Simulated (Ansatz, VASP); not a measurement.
# SrBe in two plane-wave programs

One calculation is typed for both programs; each brings its own data sets. How far apart do they land? The cell is generated by rule, not measured, and may not be a known phase. Of the first pair: The cell is taken from a series of runs on this material, whose earlier steps may have relaxed, scaled, displaced or heated it; both programs get it as it stands.

Program: Ansatz 0.2.0. Level of theory: plane waves, with VASP 6.6.1 beside it; relaxation of cell and atoms at PBEsol and single point at PBEsol. Results are calculated unless marked as measured.

### 1. The starting structure

Symmetry: Pm-3m, No. 221, cubic system. Conventional cell: a = 3.700 Å, b = 3.700 Å, c = 3.700 Å, α = 90.00°, β = 90.00°, γ = 90.00°. Nearest to Sr lie 8 Be at 3.20 Å. Nearest to Be lie 8 Sr at 3.20 Å. Farther neighbours are not listed.

Coordinates:

```cif
data_structure
_symmetry_space_group_name_H-M 'Pm-3m'
_symmetry_Int_Tables_number 221
_cell_length_a 3.7004
_cell_length_b 3.7004
_cell_length_c 3.7004
_cell_angle_alpha 90.000
_cell_angle_beta 90.000
_cell_angle_gamma 90.000
_cell_volume 50.67
loop_
_atom_site_label
_atom_site_type_symbol
_atom_site_symmetry_multiplicity
_atom_site_Wyckoff_symbol
_atom_site_fract_x
_atom_site_fract_y
_atom_site_fract_z
_atom_site_occupancy
Sr1 Sr 1 b 0.50000 0.50000 0.50000 1
Be1 Be 1 a 0.00000 0.00000 0.00000 1
```

### 2. Ansatz: relaxation of cell and atoms, PBEsol

Ansatz runs on its default PAW (the set named soft_2) files.

The relaxed volume is the usual yardstick between codes: in a stiff, nearly cubic crystal its relative difference is about their pressure difference at one cell divided by the bulk modulus.

The input, input.yaml:

```yaml
crystal:
  lattice:
    - [3.7003699115, 0.0, 0.0]
    - [0.0, 3.7003699115, 0.0]
    - [0.0, 0.0, 3.7003699115]
  atoms:
    - { symbol: Sr, position: [0.5, 0.5, 0.5] }
    - { symbol: Be, position: [0.0, 0.0, 0.0] }
kpoints:
  mp_grid: { grid: [12, 12, 12] }
hamiltonian:
  xc: pbesol
scf:
  occupations: { method: methfessel_paxton, width: 0.2 }
output:
  forces: true
  stress: true
  eigenvalues: true
  write_density: true
  write_potential: true
  elf: true
  volumetric_format: npy
relax:
  adjacent_minimum: "off"
  f_tol: 0.001
  max_steps: 60
  cell: { stress_tol: 0.01 }
```

Launch:

```
> ansatz run input.yaml --threads 4 --pin off --max-ram 8192MiB --backend cpu --events-out ev --progress --plain --runs-dir out
```

Numbers of over 12 decimals in the logs are rounded to 6 here.

The log of the run:

```text
Engine: ansatz 0.2.0, aarch64-unknown-linux-gnu
Pseudopotentials: kind: paw
Pseudopotential: Sr, paw, valence charge 10, recommended cutoff 420 eV (normal), Sr.paw.azcp
Pseudopotential: Be, paw, valence charge 2, recommended cutoff 420 eV (normal), Be.paw.azcp
Functional definition: PBEsol
  exchange = pbesol_x
  correlation = pbesol_c
Crystal: 2 atoms, lattice volume = 50.668 Å³
Basis set: ecut = 420 eV, 1021 PW (Γ), exchange–correlation on 50×50×50 points (8 copies of the dense FFT grid, shifted against one another)
Bands: 10, of which v1, the nominal top of the filled ones, is band 6 counted from 1 (5 counted from 0)
Symmetry: 48 space group operations
Space group: Pm-3m (ITA 221), of the structure as read, at distance tolerance 3.7e-5 Å
k-points: 84 of 1728
Non-local potential: Sr, projectors of the file, l = 0: 3, l = 1: 2, l = 2: 2
Non-local potential: Be, projectors of the file, l = 0: 2, l = 1: 2, l = 2: 1
PAW form: soft (Blöchl's): semilocal exchange-correlation on the pseudo side does not see the compensation charge
PAW frozen core: Sr, regenerated for the run's functional, and the local potential with it (the file was generated under x = pbe(κ = 0.804, μ = 0.219515), c = pbe(β = 0.066725))
PAW frozen core: Be, regenerated for the run's functional, and the local potential with it (the file was generated under x = pbe(κ = 0.804, μ = 0.219515), c = pbe(β = 0.066725))
PAW one-centre angular grid: Sr, 110 points (default); XC on 64 Gauss nodes
PAW one-centre angular grid: Be, 110 points (default); XC on 64 Gauss nodes
Initial density: superposition of atomic densities (neutral atoms: chi_scale 0, normalization atom), corrected by the library's trained network
Initial wavefunctions: pseudopotential atomic-orbital guess
Functional: x = pbesol(κ = 0.804, μ = 0.123457), c = pbesol(β = 0.046)
SCF iter   1: F=—  HF=-3581.484157 eV  |F-HF|=—  |Δ(HF+E_count)|=         —  Δρ=1.81e-3  dr2=1.68e-3  ethr=1.77e-3  ⟨swp⟩=6.2  Hψ=6598  notcnv=0
preconditioner: auto → none  [metal: Δε(μ)=0.118 eV  Ē_g=4.611 eV  σ=0.200 eV  W_gap=0.44  n_scr=6 (ndim 8)  ℏωp=10.4 eV  f_vac=0.000  D(μ)=1.05/eV (n_scr^D=6)  sad-step TF]
SCF iter   2: F=—  HF=-3581.484384 eV  |F-HF|=—  |Δ(HF+E_count)|=   2.27e-4  S|Δr|=    0.00e0  Δρ=1.10e-3  dr2=7.92e-4  ethr=1.40e-5  ⟨swp⟩=2.2  Hψ=1856  notcnv=0
SCF iter   3: F=—  HF=-3581.484253 eV  |F-HF|=—  |Δ(HF+E_count)|=   1.31e-4  S|Δr|=    0.00e0  Δρ=3.32e-4  dr2=3.36e-5  ethr=6.60e-6  ⟨swp⟩=2.8  Hψ=1349  notcnv=0
SCF iter   4: F=—  HF=-3581.484295 eV  |F-HF|=—  |Δ(HF+E_count)|=   4.26e-5  S|Δr|=    0.00e0  Δρ=1.11e-4  dr2=3.23e-6  ethr=2.80e-7  ⟨swp⟩=2.8  Hψ=1364  notcnv=0
SCF iter   5: F=—  HF=-3581.484295 eV  |F-HF|=—  |Δ(HF+E_count)|=   7.17e-7  S|Δr|=    0.00e0  Δρ=1.90e-5  dr2=1.33e-7  ethr=2.69e-8  ⟨swp⟩=2.7  Hψ=1356  notcnv=0
SCF iter   6: F=-3581.484295 eV  HF=-3581.484295 eV  |F-HF|=3.96e-9  |Δ(HF+E_count)|=   2.58e-8  S|Δr|=    0.00e0  Δρ=5.20e-6  dr2=6.78e-9  ethr=8.33e-10  ⟨swp⟩=11.1  Hψ=6650  notcnv=0
SCF 1 converged in 6 iterations: F = -3581.484295 eV  dr2 = 6.78e-9
  greatest PAW one-centre occupation: 0.987 electrons in one spin orbital (limit 2), on the Sr atom at site 0 (counted from 0), in its partial waves of l = 0
relax step   1: F+E_penalty+E_count = -3581.48429468 eV  Δ(F+E_penalty+E_count) = +0.000e0 eV  max|allowed force component| = 1.323e-30 eV/Å  Δτ_max = 0.0000 Å  P = -0.058 GPa  Ω = 50.668 Å³  (6 SCF iters, dr2 threshold 1.00e-7 eV, accepted)
[...]
relax step   2: F+E_penalty+E_count = -3581.48431616 eV  Δ(F+E_penalty+E_count) = -2.149e-5 eV  max|allowed force component| = 2.233e-30 eV/Å  Δτ_max = 0.0000 Å  P = +0.009 GPa  Ω = 50.559 Å³  energy of the carried Pulay correction = +4.667e-6 eV  (3 SCF iters, dr2 threshold 8.49e-9 eV, accepted)
[...]
relax step   3: F+E_penalty+E_count = -3581.48431146 eV  Δ(F+E_penalty+E_count) = +4.706e-6 eV  max|allowed force component| = 2.104e-30 eV/Å  Δτ_max = 0.0000 Å  P = +0.009 GPa  Ω = 50.559 Å³  stress off target by 8.84e-3 GPa  SCF on the basis re-selected at this cell (its energy is not comparable with the rows above)  (6 SCF iters)
basis re-selected at this cell: Δ(F+E_penalty+E_count) = +4.706e-6 eV, ΔP = -0.000 GPa vs the last step (what re-selecting the basis moved, of the pressure what is left beyond the Pulay correction that the steps carried, after the strain that the cell walked since its last selection, with what the two solves' SCF thresholds leave and, on support functions, any second-order correction that the steps lacked; it is no m [...]
SCF converged after 6 iterations
Stability not checked: this state was not tested for a lower state beside it, because cold or Methfessel-Paxton smearing, or corrected tetrahedra, fill the levels in a way that the test cannot read (fill_not_monotonic; see scf.lower_state_search)
Free energy (F): -3581.484311 eV
Harris-Foulkes:  -3581.484311 eV  (|F-HF|=1.36e-12)
Internal energy: -3581.488626 eV  (E = F + TS)
E sigma→0 (E₀):  -3581.485390 eV
Entropy (-TS):   0.004315 eV (2.157 meV/atom)
Fermi energy:    6.416175 eV
--- Per-component energies (eV) ---
  E_band       = -102.984170
  E_kinetic    = 260.502565
  E_local      = -696.895380  (includes V_loc(G=0)·N_el)
  E_nonlocal   = 208.902246
  E_hartree    = 173.161359
  E_xc         = -188.606868
  E_vxc        = -178.909334  (∫ρ·V_xc dr)
  E_paw        = -2701.689697  (= ΣΔE_a)
  E_vpaw       = -42.906985  (= ΣTr[D̂ρ^β])
  E_aug_tail   = -0.000002  (compensation charges beyond the density's cutoff)
  E_ewald      = -637.006729
  E_core_change = 0.143879  (= ΣΔE_core)
  E_smearing   = 0.004315  (= −TS)
  E_closure    = 0.000000  (closes the sum)
  Σ components = -3581.484311   (vs F -3581.484311, Δ=0.00e0)
--- Forces (eV/Å), atoms counted from 1 ---
  atom   1  Sr    -0.00000000     0.00000000     0.00000000
  atom   2  Be     0.00000000     0.00000000    -0.00000000
  max |Σ_I F_I| component: 4.21e-30 eV/Å
--- Stress (GPa, compression-positive) ---
        0.008844      -0.000000      -0.000000
       -0.000000       0.008844       0.000000
       -0.000000       0.000000       0.008844
  P = ⅓ Tr σ = 0.0088 GPa (0.088 kbar)
--- Band table (eV; the first three rows and the last of 84) ---
  k-point 0: bands = ["-28.6114", "-10.4960", "-10.4960", "-10.4960", "1.1868", "7.7170", "7.7170", "9.9523", "9.9523", "9.9523"]
  k-point 1: bands = ["-28.6092", "-10.5297", "-10.4929", "-10.4929", "1.2808", "7.5826", "7.7663", "9.8286", "9.8286", "10.0039"]
  k-point 2: bands = ["-28.6031", "-10.6204", "-10.4843", "-10.4843", "1.5535", "7.1386", "7.9084", "9.5288", "9.5288", "10.3019"]
  k-point 83: bands = ["-28.5156", "-10.8192", "-10.8192", "-10.8192", "5.3357", "5.3357", "5.3357", "6.7462", "12.2642", "12.2642"]
--- Relaxed structure (2 steps of the walk, 2 accepted, 1 SCFs on fresh bases) ---
  F+E_penalty+E_count = -3581.48431146 eV   max|allowed force component| = 2.104e-30 eV/Å   (the final SCF, on the basis selected at the relaxed cell)
  cell:  # Å, volume = 50.5591 Å³
    - [3.697713, 0, 0]
    - [0, 3.697713, 0.0]
    - [0, 0.0, 3.697713]
  atoms:
    - { symbol: Sr, position: [0.5, 0.5, 0.5] }
    - { symbol: Be, position: [0.0, 0, 0] }
```

### 3. VASP: relaxation of cell and atoms, PBEsol

The same cell, functional, mesh and smearing now go to VASP, with its own data sets.

Lines of VASP's logs that name or quote its potential files are left out, and so is its time.

The input, INCAR:

```
SYSTEM = SrBe
PREC = Accurate
ENCUT = 600
EDIFF = 1E-07
NELM = 120
ISMEAR = 1
SIGMA = 0.2
LREAL = .FALSE.
ALGO = Normal
GGA = PS
NBANDS = 12
LORBIT = 11
LWAVE = .FALSE.
LCHARG = .FALSE.
ISIF = 3
IBRION = 2
NSW = 80
EDIFFG = -0.005
LASPH = .TRUE.
GGA_COMPAT = .FALSE.
NELMIN = 4
```

The input, POSCAR:

```
SrBe
1.0
    3.7003700000      0.0000000000      0.0000000000
    0.0000000000      3.7003700000      0.0000000000
    0.0000000000      0.0000000000      3.7003700000
Sr Be
1 1
Direct
    0.5000000000      0.5000000000      0.5000000000
    0.0000000000      0.0000000000      0.0000000000
```

The input, KPOINTS:

```
Automatic mesh
0
Gamma
12 12 12
0 0 0
```

The projector-augmented-wave data sets are Sr_sv and Be (PBE family, release 64).

Launch:

```
> mpirun -np 1 vasp_std
```

The log of the run:

```text
[banner, memory and clock lines left out]
running    1 mpi-ranks, on    1 nodes
 distrk:  each k-point on    1 cores,    1 groups
 distr:  one band on    1 cores,    1 groups

 POSCAR found type information on POSCAR SrBe
 POSCAR found :  2 types and       2 ions
|                                                                             |
|               ----> ADVICE to this user running VASP <----                  |
|                                                                             |
|     You enforced a specific xc type in the INCAR file but a different       |
|     [... a line on the potential file left out ...]
|     I HOPE YOU KNOW WHAT YOU ARE DOING!                                     |
|                                                                             |

 LDA part: xc-table for (Slater+PW92), standard interpolation
 POSCAR, INCAR and KPOINTS ok, starting setup
 FFT: planning ... GRIDC
 FFT: planning ... GRID_SOFT
 FFT: planning ... GRID
 WAVECAR not read
 entering main loop
       N       E                     dE             d eps       ncg     rms          rms(c)
DAV:   1     0.475206004724E+02    0.47521E+02   -0.62802E+03  2016   0.962E+02
DAV:   2    -0.175919180268E+01   -0.49280E+02   -0.48072E+02  2412   0.190E+02
DAV:   3    -0.460949962977E+01   -0.28503E+01   -0.28220E+01  3332   0.387E+01
DAV:   4    -0.477963390370E+01   -0.17013E+00   -0.17000E+00  2760   0.537E+00
DAV:   5    -0.478164320810E+01   -0.20093E-02   -0.20092E-02  3000   0.630E-01    0.181E+01
DAV:   6    -0.476406029896E+01    0.17583E-01   -0.16631E-02  2596   0.113E+00    0.106E+01
DAV:   7    -0.475636169571E+01    0.76986E-02   -0.39636E-02  2980   0.158E+00    0.277E-01
DAV:   8    -0.475664564876E+01   -0.28395E-03   -0.16763E-03  2636   0.279E-01    0.142E-01
DAV:   9    -0.475673151358E+01   -0.85865E-04   -0.17328E-04  3080   0.838E-02    0.266E-02
DAV:  10    -0.475673461689E+01   -0.31033E-05   -0.52927E-06  2552   0.193E-02    0.104E-02
DAV:  11    -0.475673478714E+01   -0.17024E-06   -0.19571E-06  3108   0.804E-03    0.168E-03
DAV:  12    -0.475673472364E+01    0.63495E-07   -0.60940E-08  1948   0.195E-03
   1 F= -.47567347E+01 E0= -.47581645E+01  d E =-.475673E+01
 curvature:   0.00 expect dE= 0.000E+00 dE for cont linesearch  0.000E+00
 trial: gam= 0.00000 g(F)=  0.000E+00 g(S)=  0.115E-04 ort = 0.000E+00 (trialstep = 0.100E+01)
 search vector abs. value=  0.115E-04
 bond charge predicted
       N       E                     dE             d eps       ncg     rms          rms(c)
DAV:   1    -0.475679141569E+01   -0.56629E-04   -0.12782E-03  2256   0.258E-01    0.668E-02
DAV:   2    -0.475675610978E+01    0.35306E-04   -0.12945E-04  2568   0.936E-02    0.272E-02
DAV:   3    -0.475674224149E+01    0.13868E-04   -0.32959E-05  3356   0.341E-02    0.247E-02
DAV:   4    -0.475674216587E+01    0.75620E-07   -0.34893E-06  3312   0.101E-02    0.122E-02
DAV:   5    -0.475674202171E+01    0.14417E-06   -0.50530E-06  3248   0.109E-02    0.209E-03
DAV:   6    -0.475674184950E+01    0.17221E-06   -0.41433E-08  1640   0.203E-03    0.862E-04
DAV:   7    -0.475674181139E+01    0.38108E-07   -0.58592E-09  1228   0.833E-04
   2 F= -.47567418E+01 E0= -.47581694E+01  d E =-.708774E-05
 trial-energy change:   -0.000007  1 .order   -0.000007   -0.000012   -0.000003
 step:   1.3822(harm=  1.3822)  dis= 0.00000  next Energy=    -4.756743 (dE=-0.795E-05)
 reached required accuracy - stopping structural energy minimisation
```

[end of part 1 of 2]

[Lines on the potential files, build, host, timing and source positions are cut from VASP's logs without a mark.]

[Logs are printed without paths, hosts, clocks, repeated set-up lines and the standing remarks that a program may print on its own settings, such as how far it seeks lower states.]

[Hosts, paths, dates, database ids (printed as entryN), source tags and the programs' standing remarks are cut or masked in the printed files.]
